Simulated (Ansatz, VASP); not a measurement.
# Pt2SeS in two plane-wave programs, part 2 of 2

One calculation is typed for both programs; each brings its own data sets. How far apart do they land? The cell is generated by rule, not measured, and may not be a known phase. The cell is taken from a series of runs on this material, whose earlier steps may have relaxed, scaled, displaced or heated it; both programs get it as it stands.

VASP 6.6.1 and Ansatz 0.2.0.

So far: Starting point; VASP: zone-centre phonons, PBE.

### 2. VASP: zone-centre phonons, PBE (continued)

Level of this step: PBE; plane waves and PAW (Pt, S, Se); invented cell (VASP).

Numbers of over 12 decimals in the logs are rounded to 6 here.

Parts of OUTCAR (step 2):

```text
ion  position               nearest neighbor table
   1  0.000  0.500  0.010-   3 2.35   3 2.35   4 2.44   4 2.44
   2  0.500  0.000  0.490-   3 2.35   3 2.35   4 2.44   4 2.44
   3  0.000  0.000  0.250-   1 2.35   2 2.35   1 2.35   2 2.35
   4  0.000  0.000  0.750-   1 2.44   2 2.44   1 2.44   2 2.44

  LATTYP: Found a simple tetragonal cell.
 ALAT       =     3.6213295313
 C/A-ratio  =     1.7348112802

 Subroutine GETGRP returns: Found  8 space group operations
 (whereof  4 operations were pure point group operations)

The static configuration has the point symmetry C_2v.
 The point group associated with its full space group is D_2d.

 Found     60 irreducible k-points:

   k-points           NKPTS =     60   k-points in BZ     NKDIM =     60   number of bands    NBANDS=     22

   dimension x,y,z NGX =    28 NGY =   28 NGZ =   48
   dimension x,y,z NGXF=    56 NGYF=   56 NGZF=   96

   ENCUT  =  500.0 eV  36.75 Ry    6.06 a.u.   6.60  6.60 11.45*2*pi/ulx,y,z

   NELECT =      32.0000    total number of electrons

 k-points in reciprocal lattice and weights: Automatic mesh
   0.00000000  0.00000000  0.00000000       0.003
   0.12500000  0.00000000  0.00000000       0.010
   0.25000000  0.00000000  0.00000000       0.010
   0.37500000  0.00000000  0.00000000       0.010
   0.50000000  0.00000000  0.00000000       0.005
   0.12500000  0.12500000  0.00000000       0.010
   0.25000000  0.12500000  0.00000000       0.021
   0.37500000  0.12500000  0.00000000       0.021
   0.50000000  0.12500000  0.00000000       0.010
[...]
0.50000000  0.37500000  0.50000000       0.010
   0.50000000  0.50000000  0.50000000       0.003

 average (electrostatic) potential at core
       1 -67.9446       2 -67.9446       3 -86.8755       4 -53.4256

  Total       -0.0673729     -0.0673729     -0.0792824      0.0000000      0.0000000      0.0000000
  in kB       -1.3102061     -1.3102061     -1.5418109      0.0000000      0.0000000      0.0000000
  external PRESSURE =      -1.3874077 kB  Pullay stress =       0.0000000 kB

  energy-cutoff  :      500.00
  volume of cell :       82.39
      direct lattice vectors                 reciprocal lattice vectors
     3.621329531  0.000000000  0.000000000     0.276141674  0.000000000  0.000000000
     0.000000000  3.621329531  0.000000000     0.000000000  0.276141674  0.000000000
     0.000000000  0.000000000  6.282323320     0.000000000  0.000000000  0.159176780

 POSITION                                       TOTAL-FORCE (eV/Angst)
 -----------------------------------------------------------------------------------
      0.00000      1.81066      0.06478         0.000000      0.000000      0.009362
      1.81066      0.00000      3.07638         0.000000      0.000000     -0.009362
      0.00000      0.00000      1.57058         0.000000      0.000000     -0.000000
      0.00000      0.00000      4.71174         0.000000      0.000000     -0.000000
 -----------------------------------------------------------------------------------
    total drift:                                0.000000      0.000000      0.000000

 Eigenvectors and eigenvalues of the dynamical matrix
 ----------------------------------------------------

   1 f  =   12.202353 THz    76.669647 2PiTHz  407.026692 cm-1    50.464855 meV
             X         Y         Z           dx          dy          dz
      0.000000  1.810665  0.064781    -0.000000    0.000000    0.143048
      1.810665  0.000000  3.076380    -0.000000    0.000000    0.143048
      0.000000  0.000000  1.570581     0.000000   -0.000000   -0.965233
      0.000000  0.000000  4.711742     0.000000   -0.000000    0.165529

   2 f  =   10.253272 THz    64.423207 2PiTHz  342.012336 cm-1    42.404106 meV
             X         Y         Z           dx          dy          dz
      0.000000  1.810665  0.064781     0.045449   -0.346903    0.000000
      1.810665  0.000000  3.076380     0.106031   -0.148696   -0.000000
      0.000000  0.000000  1.570581    -0.258321    0.845154   -0.000000
      0.000000  0.000000  4.711742    -0.073498    0.240463    0.000000

   3 f  =   10.253272 THz    64.423207 2PiTHz  342.012336 cm-1    42.404106 meV
             X         Y         Z           dx          dy          dz
      0.000000  1.810665  0.064781    -0.148696   -0.106031   -0.000000
      1.810665  0.000000  3.076380    -0.346903   -0.045449    0.000000
      0.000000  0.000000  1.570581     0.845154    0.258321    0.000000
      0.000000  0.000000  4.711742     0.240463    0.073498    0.000000

   4 f  =    8.209455 THz    51.581525 2PiTHz  273.837931 cm-1    33.951561 meV
             X         Y         Z           dx          dy          dz
      0.000000  1.810665  0.064781    -0.000000   -0.000000    0.300523
      1.810665  0.000000  3.076380    -0.000000   -0.000000    0.300523
      0.000000  0.000000  1.570581     0.000000    0.000000   -0.065747
      0.000000  0.000000  4.711742     0.000000    0.000000   -0.902801

   5 f  =    6.560719 THz    41.222212 2PiTHz  218.842025 cm-1    27.132941 meV
             X         Y         Z           dx          dy          dz
      0.000000  1.810665  0.064781    -0.047622    0.229854   -0.000000
      1.810665  0.000000  3.076380    -0.225205    0.048605   -0.000000
      0.000000  0.000000  1.570581    -0.272172    0.277792   -0.000000
      0.000000  0.000000  4.711742     0.602263   -0.614698   -0.000000

   6 f  =    6.560719 THz    41.222212 2PiTHz  218.842025 cm-1    27.132941 meV
             X         Y         Z           dx          dy          dz
      0.000000  1.810665  0.064781    -0.048605   -0.225205    0.000000
      1.810665  0.000000  3.076380    -0.229854   -0.047622   -0.000000
      0.000000  0.000000  1.570581    -0.277792   -0.272172    0.000000
      0.000000  0.000000  4.711742     0.614698    0.602263    0.000000

   7 f  =    4.694699 THz    29.497661 2PiTHz  156.598287 cm-1    19.415704 meV
             X         Y         Z           dx          dy          dz
      0.000000  1.810665  0.064781     0.000000   -0.000000    0.707107
      1.810665  0.000000  3.076380    -0.000000    0.000000   -0.707107
      0.000000  0.000000  1.570581     0.000000    0.000000   -0.000000
      0.000000  0.000000  4.711742    -0.000000   -0.000000   -0.000000

   8 f  =    2.830282 THz    17.783187 2PiTHz   94.408050 cm-1    11.705101 meV
             X         Y         Z           dx          dy          dz
      0.000000  1.810665  0.064781     0.746752    0.125458    0.000000
      1.810665  0.000000  3.076380    -0.599850   -0.156183   -0.000000
      0.000000  0.000000  1.570581    -0.060087    0.012567    0.000000
      0.000000  0.000000  4.711742    -0.192410    0.040243    0.000000

   9 f  =    2.830282 THz    17.783187 2PiTHz   94.408050 cm-1    11.705101 meV
             X         Y         Z           dx          dy          dz
      0.000000  1.810665  0.064781    -0.156183    0.599850    0.000000
      1.810665  0.000000  3.076380     0.125458   -0.746752   -0.000000
      0.000000  0.000000  1.570581     0.012567    0.060087    0.000000
      0.000000  0.000000  4.711742     0.040243    0.192410    0.000000

  10 f/i=    0.000336 THz     0.002114 2PiTHz    0.011224 cm-1     0.001392 meV
             X         Y         Z           dx          dy          dz
      0.000000  1.810665  0.064781     0.077034    0.619169    0.000000
      1.810665  0.000000  3.076380     0.077048    0.619054    0.000000
      0.000000  0.000000  1.570581     0.031232    0.250988    0.000000
      0.000000  0.000000  4.711742     0.049016    0.393902    0.000000

  11 f/i=    0.000336 THz     0.002114 2PiTHz    0.011224 cm-1     0.001392 meV
             X         Y         Z           dx          dy          dz
      0.000000  1.810665  0.064781    -0.619054    0.077048   -0.000000
      1.810665  0.000000  3.076380    -0.619169    0.077034   -0.000000
      0.000000  0.000000  1.570581    -0.250988    0.031232   -0.000000
      0.000000  0.000000  4.711742    -0.393902    0.049016   -0.000000

  12 f/i=    0.000558 THz     0.003506 2PiTHz    0.018614 cm-1     0.002308 meV
             X         Y         Z           dx          dy          dz
      0.000000  1.810665  0.064781    -0.000000   -0.000000    0.623878
      1.810665  0.000000  3.076380    -0.000000   -0.000000    0.623878
      0.000000  0.000000  1.570581    -0.000000   -0.000000    0.252987
      0.000000  0.000000  4.711742    -0.000000   -0.000000    0.396927

 ELASTIC MODULI CONTR FROM IONIC RELAXATION (kBar)
 Direction    XX          YY          ZZ          XY          YZ          ZX
 --------------------------------------------------------------------------------
 XX        -341.0319    335.4271     -2.2300      0.0000      0.0000      0.0000
 YY         335.4271   -341.0319     -2.2300      0.0000     -0.0000     -0.0000
 ZZ          -2.2300     -2.2300     -1.7745      0.0000      0.0000     -0.0000
 XY           0.0000      0.0000      0.0000      0.0000      0.0000      0.0000
 YZ           0.0000     -0.0000      0.0000      0.0000   -771.6019     -0.0000
 ZX           0.0000     -0.0000     -0.0000      0.0000     -0.0000   -689.6212
 --------------------------------------------------------------------------------
```

### 3. Ansatz: zone-centre phonons, PBE

Ansatz runs on its default PAW (the set named soft_2) files.

The same cell, functional and mesh now go to Ansatz, which takes its cutoff from its data sets.

File input.yaml:

```yaml
crystal:
  lattice:
    - [3.6213295313, 0.0, 0.0]
    - [0.0, 3.6213295313, 0.0]
    - [0.0, 0.0, 6.2823233202]
  atoms:
    - { symbol: Pt, position: [0.0, 0.5, 0.0103116924] }
    - { symbol: Pt, position: [0.5, 0.0, 0.4896883076] }
    - { symbol: S, position: [0.0, 0.0, 0.25] }
    - { symbol: Se, position: [0.0, 0.0, 0.75] }
kpoints:
  mp_grid: { grid: [8, 8, 6] }
hamiltonian:
  xc: pbe
scf:
  occupations: { method: fixed }
output:
  eigenvalues: true
phonons:
  method: dfpt
```

On the command line:

```bash
$ ansatz run input.yaml --threads 8 --pin off --max-ram 14336MiB --backend cpu --events-out ev --progress --plain --runs-dir out
```

The log of the run:

```text
zone centre: on kpoints.mp_grid the ground state, and the responses unless they are solved on pairs of k-points, stand on 100 of the mesh's 384 k-points, reduced under 4 symmetry operations, with k and −k counted as one. Each operation leaves every solved displacement unchanged or reverses it
Engine: ansatz 0.2.0, aarch64-unknown-linux-gnu
Pseudopotentials: kind: paw
Pseudopotential: Pt, paw, valence charge 18, recommended cutoff 420 eV (normal), Pt.paw.azcp
Pseudopotential: S, paw, valence charge 6, recommended cutoff 420 eV (normal), S.paw.azcp
Pseudopotential: Se, paw, valence charge 16, recommended cutoff 420 eV (normal), Se.paw.azcp
Functional definition: PBE
  parameter kappa = 0.804
  parameter beta = 0.066725
  exchange = pbe_x(kappa = kappa, mu = beta*pi^2/3)
  correlation = pbe_c(beta = beta)
Crystal: 4 atoms, lattice volume = 82.387 Å³
Basis set: ecut = 420 eV, 1573 PW (Γ), exchange–correlation on 50×50×96 points (8 copies of the dense FFT grid, shifted against one another)
Bands: 35, of which v1, the nominal top of the filled ones, is band 29 counted from 1 (28 counted from 0)
Symmetry: 8 space group operations
k-points: 100 of 384 (irreducible under 4 space group operations, time reversal used)
Non-local potential: Pt, projectors of the file, l = 0: 3, l = 1: 2, l = 2: 2, l = 3: 1
Non-local potential: S, projectors of the file, l = 0: 2, l = 1: 2, l = 2: 2
Non-local potential: Se, projectors of the file, l = 0: 2, l = 1: 2, l = 2: 3, l = 3: 1
PAW form: soft (Blöchl's): semilocal exchange-correlation on the pseudo side does not see the compensation charge
PAW one-centre angular grid: Pt, 590 points (default); XC on 64 Gauss nodes
PAW one-centre angular grid: S, 110 points (default); XC on 64 Gauss nodes
PAW one-centre angular grid: Se, 590 points (default); XC on 64 Gauss nodes
Initial density: superposition of atomic densities (neutral atoms: chi_scale 0, normalization atom), corrected by the library's trained network
Initial wavefunctions: pseudopotential atomic-orbital guess
Functional: x = pbe(κ = 0.804, μ = 0.219515), c = pbe(β = 0.066725)
SCF iter   1: F=—  HF=-31418.582460 eV  |F-HF|=—  |Δ(HF+E_count)|=         —  Δρ=3.54e-3  dr2=1.17e-2  ethr=1.77e-3  ⟨swp⟩=4.9  Hψ=12049  notcnv=0  defer=387
preconditioner: auto → Resta (q_TF=auto, 2.573 Å⁻¹)  ε∞=7.6  [insulator: Δε(μ)=0.185 eV  Ē_g=8.980 eV  n_scr=20 (ndim 8)  ℏωp=23.1 eV  f_vac=0.047  ε∞_Penn≈7.6]
SCF iter   2: F=—  HF=-31418.582588 eV  |F-HF|=—  |Δ(HF+E_count)|=   1.28e-4  Δρ=1.55e-3  dr2=1.68e-3  ethr=2.02e-5  ⟨swp⟩=2.1  Hψ=6100  notcnv=0  defer=399
SCF iter   3: F=—  HF=-31418.582950 eV  |F-HF|=—  |Δ(HF+E_count)|=   3.61e-4  Δρ=6.39e-4  dr2=3.36e-4  ethr=2.90e-6  ⟨swp⟩=2.5  Hψ=5140  notcnv=0  defer=399
SCF iter   4: F=—  HF=-31418.583103 eV  |F-HF|=—  |Δ(HF+E_count)|=   1.53e-4  Δρ=1.77e-4  dr2=4.08e-5  ethr=5.80e-7  ⟨swp⟩=2.1  Hψ=5234  notcnv=0  defer=373
SCF iter   5: F=—  HF=-31418.583126 eV  |F-HF|=—  |Δ(HF+E_count)|=   2.29e-5  Δρ=7.77e-5  dr2=6.35e-6  ethr=7.03e-8  ⟨swp⟩=2.0  Hψ=5441  notcnv=0  defer=159
SCF iter   6: F=—  HF=-31418.583125 eV  |F-HF|=—  |Δ(HF+E_count)|=   8.85e-8  Δρ=2.95e-5  dr2=9.28e-7  ethr=1.09e-8  ⟨swp⟩=2.0  Hψ=5433  notcnv=0  defer=159
SCF iter   7: F=—  HF=-31418.583118 eV  |F-HF|=—  |Δ(HF+E_count)|=   7.37e-6  Δρ=8.41e-6  dr2=6.50e-8  ethr=1.60e-9  ⟨swp⟩=2.0  Hψ=5441  notcnv=0  defer=159
SCF iter   8: F=—  HF=-31418.583118 eV  |F-HF|=—  |Δ(HF+E_count)|=   5.05e-8  Δρ=1.98e-6  dr2=4.35e-9  ethr=1.12e-10  ⟨swp⟩=2.0  Hψ=4884  notcnv=0  defer=159
SCF iter   9: F=—  HF=-31418.583118 eV  |F-HF|=—  |Δ(HF+E_count)|=   3.99e-9  Δρ=5.98e-7  dr2=4.54e-10  ethr=7.49e-12  ⟨swp⟩=2.0  Hψ=4742  notcnv=0  defer=159
SCF iter  10: F=-31418.583118 eV  HF=-31418.583118 eV  |F-HF|=1.46e-11  |Δ(HF+E_count)|=  3.64e-10  Δρ=1.47e-7  dr2=2.25e-11  ethr=1.00e-12  ⟨swp⟩=11.3  Hψ=20187  notcnv=0
SCF 1 converged in 10 iterations: F = -31418.583118 eV  dr2 = 2.25e-11
  greatest PAW one-centre occupation: 1.000 electrons in one spin orbital (limit 2), on the Pt atom at site 1 (counted from 0), in its partial waves of l = 0
DFPT response loops at Γ: preconditioner auto → Resta (q_TF=auto, 2.573 Å⁻¹)  ε∞=18.9 (no band partly filled); β = 1.00, the filter's whole step (`scf.mixing.beta` (0.50) is not read by the response loops at its default; to damp them type it under 1.00, their step now; it binds the ground state too); Broyden in place of MSR1
SCF converged after 10 iterations
Free energy (F): -31418.583118 eV
Harris-Foulkes:  -31418.583118 eV  (|F-HF|=1.46e-11)
Internal energy: -31418.583118 eV  (E = F + TS)
E sigma→0 (E₀):  -31418.583118 eV
Fermi energy:    11.658114 eV
--- Per-component energies (eV) ---
  E_band       = -962.416442
  E_kinetic    = 1503.182594
  E_local      = -7323.977796  (includes V_loc(G=0)·N_el)
  E_nonlocal   = -166.070265
  E_hartree    = 3091.325006
  E_xc         = -724.614911
  E_vxc        = -790.959052  (∫ρ·V_xc dr)
  E_paw        = -21421.908730  (= ΣΔE_a)
  E_vpaw       = -367.241560  (= ΣTr[D̂ρ^β])
  E_aug_tail   = -0.000190  (compensation charges beyond the density's cutoff)
  E_ewald      = -6376.518826
  E_smearing   = -0.000000  (= −TS)
  E_closure    = -0.000000  (closes the sum)
  Σ components = -31418.583118   (vs F -31418.583118, Δ=0.00e0)
--- Band table (eV; the first three rows and the last of 100) ---
  k-point 0: bands = [... 25 lower, 9.8083, 9.9366, 10.0542, 10.8798, 14.8488, 15.1375, 15.1375, 16.9850, ... 2 higher]
  k-point 1: bands = [... 25 lower, 10.0390, 10.3316, 10.3316, 10.5848, 14.7094, 14.7094, 15.3280, 17.0931, ... 2 higher]
  k-point 2: bands = [... 25 lower, 10.0003, 10.1545, 11.0735, 11.0735, 13.8707, 13.8707, 16.2628, 17.2772, ... 2 higher]
  k-point 99: bands = [... 25 lower, 10.8377, 10.8377, 11.4903, 11.4903, 12.7839, 13.6512, 15.0125, 15.2505, ... 2 higher]
--- Phonons (Γ-DFPT): 7 representative perturbations + reference, on 100 of 384 k-points (Σ response iterations 24) ---
  k mesh reduced under 4 symmetry operations, with k and −k counted as one. Each operation leaves every solved displacement unchanged or reverses it
  ASR residual: 1.276e-4 → 0.000e0 eV/Å²; symmetrization residual: 6.080e-6 eV/Å²
  ASR residual per site (eV/Å²): 1.28e-4 1.28e-4 2.43e-5 2.11e-5
  Γ frequencies (cm⁻¹): 0.00 0.00 0.00 94.82 94.82 156.11 218.43 218.43 272.96 342.11 342.11 407.97
  non-analytic LO–TO correction: not included (Born effective charges unavailable; polar crystals: no LO–TO splitting at Γ)
```

### 4. Differences

Known differences besides the potentials themselves: fixed occupations in Ansatz, narrow Gaussian smearing in VASP; the data sets hold 58 valence electrons in Ansatz (on its default PAW (the set named soft_2) files) and 32 in VASP; the cutoff is 420 eV in Ansatz and 500 eV in VASP. Total energies have different zeros and are not compared.

Both answers:

```csv
quantity,Ansatz,VASP,difference
optical mode 1 to 2 (cm⁻¹),94.8,94.4,+0.44 %
optical mode 3 (cm⁻¹),156.1,156.6,-0.31 %
optical mode 4 to 5 (cm⁻¹),218.4,218.8,-0.19 %
optical mode 6 (cm⁻¹),273.0,273.8,-0.32 %
optical mode 7 to 8 (cm⁻¹),342.1,342.0,+0.03 %
optical mode 9 (cm⁻¹),408.0,407.0,+0.23 %
```

Modes are paired by rising frequency, not by their patterns, so a pair may set unlike modes beside each other; they are those without the splitting of longitudinal modes.

### 5. Summary of results

```yaml
r_m_s_difference_of_the_optical_zone_centre_modes_each_program_s_sorted_by_frequency_zone_centre_phonons_pbe: 0.54 cm⁻¹
```

What this shows: The r.m.s. difference of the optical zone-centre modes, each program's sorted by frequency is 0.54 cm⁻¹ (zone-centre phonons, PBE). The data sets hold unlike numbers of valence electrons (58 in Ansatz and 32 in VASP), so part of the differences comes from the potentials. Such differences can come from data sets, numerical settings and the points named under the comparisons, not from the functional's error against experiment.

[Lines on the potential files, build, host, timing and source positions are cut from VASP's logs without a mark.]

[Logs are printed without paths, hosts, clocks, repeated set-up lines and the standing remarks that a program may print on its own settings, such as how far it seeks lower states.]

[Hosts, paths, dates, database ids (printed as entryN), source tags and the programs' standing remarks are cut or masked in the printed files.]
